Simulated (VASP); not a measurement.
Output of a VASP run:

### OUTCAR
```
 ion  position               nearest neighbor table
   1  0.500  0.000  0.000-  45 2.12  58 2.12  61 2.12  62 2.12  53 2.16  60 2.16   9 2.99  15 3.00
                            22 3.00  23 3.00  30 3.00   3 3.00   5 3.00   7 3.00   8 3.00   2 3.00
   2  0.750  0.250  0.000-  54 2.08  53 2.12  41 2.12  43 2.12  61 2.12  32 2.16   9 2.96  10 2.97
                            23 3.00  24 3.00  28 3.00   4 3.00   1 3.00   3 3.00  13 3.00  14 3.00
   3  0.750  0.000  0.250-  36 2.11  37 2.12  45 2.12  48 2.12  61 2.12  32 2.16   9 2.98  16 3.00
                            19 3.00  21 3.00  25 3.00   2 3.00   4 3.00   7 3.00   1 3.00  11 3.00
   4  0.000  0.000  0.000-  37 2.12  43 2.12  52 2.12  55 2.12  61 2.12  62 2.12  15 3.00  16 3.00
                            22 3.00  25 3.00  28 3.00  31 3.00   2 3.00   3 3.00   5 3.00   7 3.00
   5  0.250  0.250  0.000-  35 2.09  43 2.12  49 2.12  62 2.12  53 2.13  59 2.16   6 2.97  23 3.00
                            28 3.00  29 3.00   4 3.00   1 3.00   8 3.00  14 3.00  16 3.00  22 3.00
   6  0.497  0.499  0.005-  53 2.08  60 2.09  59 2.12  54 2.13  50 2.17  10 2.94   9 2.94  17 2.96
                            18 2.97   5 2.97  15 2.99  29 3.01   2 3.01  23 3.02   7 3.03  30 3.04
   7  0.750  0.750  0.000-  60 2.12  55 2.12  51 2.12  61 2.12  36 2.16  54 2.17  10 2.97  25 3.00
                            30 3.00  31 3.00   3 3.00   4 3.00   1 3.00  13 3.00  14 3.00  24 3.00
   8  0.250  0.000  0.250-  35 2.12  37 2.12  45 2.12  56 2.12  62 2.12  44 2.16  19 3.00  20 3.00
                            25 3.00  27 3.00   1 3.00   4 3.00   5 3.00  11 3.00  15 3.00  16 3.00
   9  0.504  0.251  0.247-  32 2.09  45 2.13  53 2.13  35 2.14  38 2.14   6 2.94  10 2.95   2 2.96
                            63 2.97   3 2.98  12 2.99   1 2.99   5 3.01  17 3.01  11 3.02   8 3.03
  10  0.746  0.500  0.245-  54 2.04  32 2.09  39 2.13  36 2.14  33 2.15   6 2.94   9 2.95   7 2.97
                             2 2.97  18 2.98  14 2.99  63 3.00  25 3.02  16 3.02  21 3.03  12 3.03
  11  0.500  0.000  0.500-  38 2.10  45 2.12  48 2.12  56 2.12  58 2.12  47 2.14  22 3.00  23 3.00
                            27 3.00  30 3.00   3 3.00   8 3.00  12 3.00  13 3.00  20 3.00  21 3.00
  12  0.750  0.250  0.500-  32 2.08  39 2.12  34 2.12  41 2.12  48 2.12  38 2.15   9 2.99  24 3.00
                            26 3.00  28 3.00   3 3.00  11 3.00  13 3.00  16 3.00  19 3.00  23 3.00
  13  0.750  0.000  0.750-  41 2.12  48 2.12  51 2.12  52 2.12  58 2.12  61 2.12  19 3.00  21 3.00
                            23 3.00  28 3.00  30 3.00  31 3.00   1 3.00   2 3.00   4 3.00   7 3.00
  14  0.000  0.500  0.000-  59 2.09  42 2.12  43 2.12  55 2.12  33 2.12  54 2.14  10 2.99  25 3.00
                            28 3.00  29 3.00  31 3.00   5 3.00   7 3.00   2 3.00  15 3.00  16 3.00
  15  0.250  0.750  0.000-  44 2.09  59 2.09  57 2.12  55 2.12  62 2.12  60 2.13   6 2.99  18 3.00
                            29 3.00  30 3.00  31 3.00   1 3.00   8 3.00  14 3.00   4 3.00  22 3.00
  16  0.000  0.250  0.250-  32 2.12  33 2.12  34 2.12  37 2.12  43 2.12  35 2.14  14 3.00  19 3.00
                            20 3.00  26 3.00   2 3.00   3 3.00   4 3.00   5 3.00   8 3.00  12 3.00
  17  0.253  0.502  0.255-  44 2.07  46 2.11  59 2.13  35 2.15  33 2.15  63 2.90  18 2.93  27 2.96
                             6 2.96  20 2.98  26 2.99  25 3.01   9 3.01  15 3.02  16 3.03   5 3.04
  18  0.496  0.746  0.253-  47 2.10  60 2.11  44 2.13  45 2.15  36 2.20  17 2.93  63 2.94  27 2.96
                             6 2.97  10 2.98  15 3.00   8 3.00  21 3.01  11 3.01   7 3.04   1 3.04
  19  0.000  0.000  0.500-  34 2.12  37 2.12  40 2.12  48 2.12  52 2.12  56 2.12  21 3.00  22 3.00
                            25 3.00  27 3.00  28 3.00  31 3.00   3 3.00   8 3.00  12 3.00  13 3.00
  20  0.250  0.250  0.500-  38 2.10  46 2.12  34 2.12  49 2.12  56 2.12  35 2.16  63 2.97  17 2.98
                            28 3.00  29 3.00  11 3.00  16 3.00   8 3.00  19 3.00  22 3.00  23 3.00
  21  0.750  0.750  0.500-  36 2.08  47 2.11  40 2.12  48 2.12  51 2.12  39 2.13  26 3.00  30 3.00
                            31 3.00   3 3.00  11 3.00  13 3.00  19 3.00  24 3.00  25 3.00  18 3.01
  22  0.250  0.000  0.750-  49 2.12  52 2.12  56 2.12  57 2.12  58 2.12  62 2.12  20 3.00  23 3.00
                            27 3.00  28 3.00  30 3.00  31 3.00   1 3.00   4 3.00   5 3.00  11 3.00
  23  0.500  0.250  0.750-  53 2.09  49 2.12  50 2.12  41 2.12  58 2.12  38 2.13  20 3.00  22 3.00
                            24 3.00  29 3.00   1 3.00   2 3.00   5 3.00  11 3.00  12 3.00  13 3.00
  24  0.750  0.500  0.750-  41 2.12  42 2.12  50 2.12  51 2.12  39 2.15  54 2.16  26 3.00  28 3.00
                            30 3.00  31 3.00   2 3.00   7 3.00  12 3.00  14 3.00  21 3.00  23 3.00
  25  0.000  0.750  0.250-  36 2.07  44 2.09  37 2.12  40 2.12  33 2.12  55 2.12  19 3.00  21 3.00
                            26 3.00  27 3.00   3 3.00   4 3.00   7 3.00   8 3.00  14 3.00  15 3.00
  26  0.000  0.500  0.500-  33 2.12  34 2.12  40 2.12  42 2.12  39 2.14  46 2.14  17 2.99  27 3.00
                            28 3.00  29 3.00  31 3.00  16 3.00  12 3.00  20 3.00  21 3.00  24 3.00
  27  0.250  0.750  0.500-  40 2.12  56 2.12  57 2.12  46 2.12  47 2.14  44 2.16  17 2.96  18 2.96
                            63 2.98  30 3.00  31 3.00   8 3.00  11 3.00  19 3.00  22 3.00  25 3.00
  28  0.000  0.250  0.750-  34 2.12  41 2.12  42 2.12  43 2.12  49 2.12  52 2.12  19 3.00  20 3.00
                            22 3.00  24 3.00  26 3.00  29 3.00   2 3.00   4 3.00   5 3.00  12 3.00
  29  0.250  0.500  0.750-  46 2.09  42 2.12  49 2.12  50 2.12  57 2.12  59 2.16  27 3.00  28 3.00
                            30 3.00  31 3.00   5 3.00  14 3.00  15 3.00  20 3.00  23 3.00  26 3.00
  30  0.500  0.750  0.750-  47 2.12  50 2.12  51 2.12  57 2.12  58 2.12  60 2.16  22 3.00  24 3.00
                            27 3.00  29 3.00   1 3.00   7 3.00  11 3.00  13 3.00  15 3.00  21 3.00
  31  0.000  0.750  0.750-  40 2.12  42 2.12  51 2.12  52 2.12  55 2.12  57 2.12  21 3.00  22 3.00
                            24 3.00  26 3.00  27 3.00  29 3.00   4 3.00   7 3.00  13 3.00  14 3.00
  32  0.750  0.255  0.255-  12 2.08  10 2.09   9 2.09  16 2.12   3 2.16   2 2.16
  33  0.000  0.500  0.250-  14 2.12  16 2.12  25 2.12  26 2.12  17 2.15  10 2.15
  34  0.000  0.250  0.500-  12 2.12  16 2.12  19 2.12  20 2.12  26 2.12  28 2.12
  35  0.252  0.249  0.246-   5 2.09   8 2.12   9 2.14  16 2.14  17 2.15  20 2.16
  36  0.756  0.752  0.255-  25 2.07  21 2.08   3 2.11  10 2.14   7 2.16  18 2.20
  37  0.000  0.000  0.250-   3 2.12   4 2.12   8 2.12  16 2.12  19 2.12  25 2.12
  38  0.497  0.248  0.499-  20 2.10  11 2.10  23 2.13  63 2.13   9 2.14  12 2.15
  39  0.747  0.499  0.497-  12 2.12  21 2.13  10 2.13  63 2.14  26 2.14  24 2.15
  40  0.000  0.750  0.500-  19 2.12  21 2.12  25 2.12  26 2.12  27 2.12  31 2.12
  41  0.750  0.250  0.750-   2 2.12  12 2.12  13 2.12  23 2.12  24 2.12  28 2.12
  42  0.000  0.500  0.750-  14 2.12  24 2.12  26 2.12  28 2.12  29 2.12  31 2.12
  43  0.000  0.250  0.000-   2 2.12   4 2.12   5 2.12  14 2.12  16 2.12  28 2.12
  44  0.246  0.745  0.246-  17 2.07  15 2.09  25 2.09  18 2.13  27 2.16   8 2.16
  45  0.500  0.000  0.250-   1 2.12   3 2.12   8 2.12  11 2.12   9 2.13  18 2.15
  46  0.253  0.500  0.504-  63 2.06  29 2.09  17 2.11  20 2.12  27 2.12  26 2.14
  47  0.502  0.748  0.501-  18 2.10  21 2.11  30 2.12  63 2.12  27 2.14  11 2.14
  48  0.750  0.000  0.500-   3 2.12  11 2.12  12 2.12  13 2.12  19 2.12  21 2.12
...
```

**OSZICAR**
```
...
RMM:   3    -0.374899607636E+03    0.15913E-02   -0.10434E-02   312   0.305E-01    0.162E-01
RMM:   4    -0.374898330364E+03    0.12773E-02   -0.63045E-03   312   0.175E-01    0.458E-02
RMM:   5    -0.374898298887E+03    0.31477E-04   -0.79615E-04   312   0.615E-02    0.273E-02
RMM:   6    -0.374898293053E+03    0.58347E-05   -0.14031E-04   286   0.243E-02    0.141E-02
RMM:   7    -0.374898294279E+03   -0.12266E-05   -0.70446E-05   285   0.187E-02
   6 F= -.37489829E+03 E0= -.37489829E+03  d E =-.497889E-01
       N       E                     dE             d eps       ncg     rms          rms(c)
DAV:   1    -0.374899957719E+03   -0.16647E-02   -0.81019E-01   352   0.264E+00    0.128E-01
RMM:   2    -0.374901202177E+03   -0.12445E-02   -0.16988E-02   312   0.363E-01    0.677E-02
RMM:   3    -0.374901067816E+03    0.13436E-03   -0.90891E-04   312   0.900E-02    0.489E-02
RMM:   4    -0.374900956519E+03    0.11130E-03   -0.56015E-04   312   0.526E-02    0.142E-02
RMM:   5    -0.374900953119E+03    0.34006E-05   -0.73842E-05   269   0.186E-02
   7 F= -.37490095E+03 E0= -.37490095E+03  d E =-.524477E-01
       N       E                     dE             d eps       ncg     rms          rms(c)
DAV:   1    -0.374906166565E+03   -0.52100E-02   -0.11240E+00   336   0.312E+00    0.156E-01
RMM:   2    -0.374908026765E+03   -0.18602E-02   -0.23407E-02   312   0.423E-01    0.709E-02
RMM:   3    -0.374907883708E+03    0.14306E-03   -0.12293E-03   312   0.105E-01    0.512E-02
RMM:   4    -0.374907754860E+03    0.12885E-03   -0.63744E-04   312   0.557E-02    0.131E-02
RMM:   5    -0.374907754746E+03    0.11359E-06   -0.64252E-05   276   0.187E-02
   8 F= -.37490775E+03 E0= -.37490775E+03  d E =-.680163E-02
       N       E                     dE             d eps       ncg     rms          rms(c)
DAV:   1    -0.374908054325E+03   -0.29947E-03   -0.54158E-01   336   0.217E+00    0.107E-01
RMM:   2    -0.374908955327E+03   -0.90100E-03   -0.11255E-02   312   0.293E-01    0.494E-02
RMM:   3    -0.374908888849E+03    0.66478E-04   -0.59468E-04   312   0.733E-02    0.359E-02
RMM:   4    -0.374908826906E+03    0.61944E-04   -0.30831E-04   312   0.387E-02    0.923E-03
RMM:   5    -0.374908826882E+03    0.23691E-07   -0.32648E-05   228   0.131E-02
   9 F= -.37490883E+03 E0= -.37490883E+03  d E =-.787376E-02
       N       E                     dE             d eps       ncg     rms          rms(c)
DAV:   1    -0.374909467837E+03   -0.64093E-03   -0.68133E-01   320   0.240E+00    0.127E-01
RMM:   2    -0.374910649816E+03   -0.11820E-02   -0.15156E-02   312   0.333E-01    0.602E-02
RMM:   3    -0.374910557847E+03    0.91969E-04   -0.81987E-04   312   0.840E-02    0.432E-02
RMM:   4    -0.374910473236E+03    0.84611E-04   -0.42890E-04   312   0.467E-02    0.107E-02
RMM:   5    -0.374910472739E+03    0.49674E-06   -0.42625E-05   245   0.152E-02
  10 F= -.37491047E+03 E0= -.37491047E+03  d E =-.164586E-02
       N       E                     dE             d eps       ncg     rms          rms(c)
DAV:   1    -0.374910502521E+03   -0.29286E-04   -0.11307E-02   368   0.308E-01    0.176E-02
RMM:   2    -0.374910521407E+03   -0.18886E-04   -0.25289E-04   312   0.430E-02    0.783E-03
RMM:   3    -0.374910519664E+03    0.17436E-05   -0.13422E-05   190   0.107E-02    0.541E-03
RMM:   4    -0.374910518290E+03    0.13734E-05   -0.58196E-06   183   0.550E-03
  11 F= -.37491052E+03 E0= -.37491052E+03  d E =-.169141E-02
```

OUTCAR:
```
------------------------ aborting loop because EDIFF is reached ----------------------------------------
  FORCE on cell =-STRESS in cart. coord.  units (eV):
  Direction    XX          YY          ZZ          XY          YZ          ZX
  --------------------------------------------------------------------------------------
  Total      -21.9523868    -21.9402739    -23.7607126     -0.0015980      0.0136650     -0.0117689
  in kB      -57.5355163    -57.5037693    -62.2749989     -0.0041883      0.0358148     -0.0308453
  external PRESSURE =     -59.1047615 kB  Pullay stress =       0.0000000 kB
  volume of cell :      611.30
      direct lattice vectors                 reciprocal lattice vectors
     8.486959016  0.000000000  0.000000000     0.117827834  0.000000000  0.000000000
     0.000000000  8.486959016  0.000000000     0.000000000  0.117827834  0.000000000
     0.000000000  0.000000000  8.486959016     0.000000000  0.000000000  0.117827834
  FREE ENERGIE OF THE ION-ELECTRON SYSTEM (eV)
  ---------------------------------------------------
  free  energy   TOTEN  =      -374.9105182903 eV

  energy  without entropy=     -374.9105182903  energy(sigma->0) =     -374.91051829

 reached required accuracy - stopping structural energy minimisation
```
(Selected blocks of OUTCAR.)

File POSCAR:
```
LiMg31O31
1
    8.4869590160     0.0000000000     0.0000000000
    0.0000000000     8.4869590160    -0.0000000000
   -0.0000000000    -0.0000000000     8.4869590160
Mg O Li
31 31 1
Direct
  0.5000000000   0.0000000000   0.0000000000
  0.7500000000   0.2500000000   0.0000000000
  0.7500000000   0.0000000000   0.2500000000
  0.0000000000   0.0000000000   0.0000000000
  0.2500000000   0.2500000000   0.0000000000
  0.4966980000   0.4986690000   0.0051830000
  0.7500000000   0.7500000000   0.0000000000
  0.2500000000   0.0000000000   0.2500000000
  0.5042820000   0.2510240000   0.2474290000
  0.7464530000   0.5001670000   0.2450980000
  0.5000000000   0.0000000000   0.5000000000
  0.7500000000   0.2500000000   0.5000000000
  0.7500000000   0.0000000000   0.7500000000
  0.0000000000   0.5000000000   0.0000000000
  0.2500000000   0.7500000000   0.0000000000
  0.0000000000   0.2500000000   0.2500000000
  0.2529070000   0.5019040000   0.2549170000
  0.4963940000   0.7463430000   0.2526800000
  0.0000000000   0.0000000000   0.5000000000
  0.2500000000   0.2500000000   0.5000000000
  0.7500000000   0.7500000000   0.5000000000
  0.2500000000   0.0000000000   0.7500000000
  0.5000000000   0.2500000000   0.7500000000
  0.7500000000   0.5000000000   0.7500000000
  0.0000000000   0.7500000000   0.2500000000
  0.0000000000   0.5000000000   0.5000000000
  0.2500000000   0.7500000000   0.5000000000
  0.0000000000   0.2500000000   0.7500000000
  0.2500000000   0.5000000000   0.7500000000
  0.5000000000   0.7500000000   0.7500000000
  0.0000000000   0.7500000000   0.7500000000
  0.7501290000   0.2546670000   0.2547070000
  0.0000000000   0.5000000000   0.2500000000
  0.0000000000   0.2500000000   0.5000000000
  0.2522940000   0.2492930000   0.2459250000
  0.7556530000   0.7520470000   0.2547840000
  0.0000000000   0.0000000000   0.2500000000
  0.4972590000   0.2475270000   0.4994970000
  0.7473630000   0.4994610000   0.4965010000
  0.0000000000   0.7500000000   0.5000000000
  0.7500000000   0.2500000000   0.7500000000
  0.0000000000   0.5000000000   0.7500000000
  0.0000000000   0.2500000000   0.0000000000
  0.2458650000   0.7452510000   0.2455970000
  0.5000000000   0.0000000000   0.2500000000
  0.2526880000   0.4997650000   0.5040630000
  0.5015870000   0.7484080000   0.5006280000
  0.7500000000   0.0000000000   0.5000000000
  0.2500000000   0.2500000000   0.7500000000
  0.5000000000   0.5000000000   0.7500000000
  0.7500000000   0.7500000000   0.7500000000
  0.0000000000   0.0000000000   0.7500000000
  0.5004840000   0.2540080000  -0.0039190000
  0.7481080000   0.4948300000   0.0043240000
  0.0000000000   0.7500000000   0.0000000000
  0.2500000000   0.0000000000   0.5000000000
  0.2500000000   0.7500000000   0.7500000000
  0.5000000000   0.0000000000   0.7500000000
  0.2466260000   0.5039400000   0.0041370000
  0.5004680000   0.7451970000   0.0040010000
  0.7500000000   0.0000000000   0.0000000000
  0.2500000000   0.0000000000   0.0000000000
  0.4957640000   0.4989800000   0.4946450000
```

Problem. Write an INCAR and KPOINTS that could have produced this output.

Solution. This is not unique; one that fits is the input of the run itself, PBE GGA, plane waves, VASP's PBE PAW potentials (set 64).

**INCAR**
```
# general
SYSTEM = LiMg31O31
PREC   = Normal
ENCUT  = 400
LREAL  = Auto
LASPH  = .TRUE.
ISYM   = 0
NELECT = 248.0

# electronic loop
EDIFF  = 1E-5
NELM   = 100
NELMIN = 4
ALGO   = Fast

# smearing
ISMEAR = 0
SIGMA  = 0.05

# functional
GGA    = PE

# ions
IBRION = 2
NSW    = 70
ISIF   = 2
EDIFFG = -0.03

# output
LWAVE  = .FALSE.
LCHARG = .FALSE.
```

KPOINTS:
```
Regular mesh
0
G
  1 1 1
```

POTCAR, in this order: Mg O Li (PBE.64 set). Program: vasp_gam.

At this cut-off the stress carries a Pulay error, which pulls relaxed volumes low. The cell is charged, with a uniform compensating background. The supercell is sampled at Γ alone, which is coarse: total energies, pressure and levels can be off, energies of defects by several tenths of an eV.

The cell is a supercell with a defect, built from MgO (rock salt): Li_Mg-vac_O, charge +1. The run is not spin-polarised, so no state with unpaired spins was tried.
